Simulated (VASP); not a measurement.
Energy against volume of HfO₂ (fluorite). Computed with optB88-vdW, VASP's PBE PAW potentials (set 64) (plane waves; VASP 6.6.1). Numerical set-up: 520 eV cut-off, 8×8×8 Γ-centred mesh, Gaussian smearing of 0.050 eV, potentials Hf_pv O.

| V (Å³/atom) | E (eV/atom) |
|---|---|
| 10.498 | -8.30331 |
| 10.822 | -8.31203 |
| 11.147 | -8.30493 |
| 11.472 | -8.28423 |

Fit these four points and predict the energy of the run at 10.173 Å³/atom.

A cubic in V^(−2/3), the third-order Birch-Murnaghan form, passes through the four points with V0 = 10.83 Å³/atom and B0 = 259 GPa, and gives -8.2760 eV/atom there. The run gave -8.2760 eV/atom, +0.1 meV/atom from the fit; all five points give B0 = 260 GPa.

The compound is HfO2 in the fluorite structure, the high-temperature cubic form, which is unstable at 0 K; the monoclinic form is the stable one. It was relaxed first.
